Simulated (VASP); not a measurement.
Input of a VASP 6.6.1 run:

File INCAR:

```
ALGO     = Normal         # electronic algorithm
EDIFF    = 1E-7           # SCF threshold, eV
ENCUT    = 520            # plane-wave cutoff, eV
GGA      = PS             # functional
ISIF     = 2              # what is computed and relaxed
ISMEAR   = 1              # smearing method
LASPH    = T              # aspherical terms in the spheres
LCHARG   = F              # write CHGCAR
LREAL    = F              # projectors in reciprocal space
LWAVE    = F              # write WAVECAR
NBANDS   = 204            # bands
NELM     = 60             # most SCF steps
PREC     = Accurate       # precision mode
SIGMA    = 0.1            # smearing width, eV
```

KPOINTS

```
k-points
0
Gamma
  4 4 3
```

POSCAR

```
Hf
1.0
    9.5901000000      0.0000000000      0.0000000000
   -4.7950500000      8.3052702249      0.0000000000
    0.0000000000      0.0000000000     10.1156000000
Hf Hf
1 35
Direct
    0.1111111111      0.2222222222      0.1250000000
    0.1111111111      0.2222222222      0.6250000000
    0.1111111111      0.5555555556      0.1250000000
    0.1111111111      0.5555555556      0.6250000000
    0.1111111111      0.8888888889      0.1250000000
    0.1111111111      0.8888888889      0.6250000000
    0.4444444444      0.2222222222      0.1250000000
    0.4444444444      0.2222222222      0.6250000000
    0.4444444444      0.5555555556      0.1250000000
    0.4444444444      0.5555555556      0.6250000000
    0.4444444444      0.8888888889      0.1250000000
    0.4444444444      0.8888888889      0.6250000000
    0.7777777778      0.2222222222      0.1250000000
    0.7777777778      0.2222222222      0.6250000000
    0.7777777778      0.5555555556      0.1250000000
    0.7777777778      0.5555555556      0.6250000000
    0.7777777778      0.8888888889      0.1250000000
    0.7777777778      0.8888888889      0.6250000000
    0.2222222222      0.1111111111      0.3750000000
    0.2222222222      0.1111111111      0.8750000000
    0.2222222222      0.4444444444      0.3750000000
    0.2222222222      0.4444444444      0.8750000000
    0.2222222222      0.7777777778      0.3750000000
    0.2222222222      0.7777777778      0.8750000000
    0.5555555556      0.1111111111      0.3750000000
    0.5555555556      0.1111111111      0.8750000000
    0.5555555556      0.4444444444      0.3750000000
    0.5555555556      0.4444444444      0.8750000000
    0.5555555556      0.7777777778      0.3750000000
    0.5555555556      0.7777777778      0.8750000000
    0.8888888889      0.1111111111      0.3750000000
    0.8888888889      0.1111111111      0.8750000000
    0.8888888889      0.4444444444      0.3750000000
    0.8888888889      0.4444444444      0.8750000000
    0.8888888889      0.7777777778      0.3750000000
    0.8888888889      0.7777777778      0.8750000000
```

Potentials or basis: VASP PAW PBE potentials, release 64 (Hf_pv).

Run with:

```bash
$ cat potpaw_PBE.64/Hf_pv/POTCAR potpaw_PBE.64/Hf_pv/POTCAR > POTCAR
$ mpirun -np 8 vasp_std > vasp.out
```

**Question.** What does it give for the band gap on the k mesh?

**Answer.** None (metal or under the smearing width).

**Question.** What does it give for the pressure?

**Answer.** -4.1 GPa.

Stress tensor (GPa, compression positive):
```
-4.17  0.00  0.00
 0.00 -4.17  0.00
 0.00  0.00 -3.97
```

Caveat: the PAW data sets were made with another functional, which shifts forces and pressure a little. The run has no spin-orbit coupling, so splittings on Hf are missing.
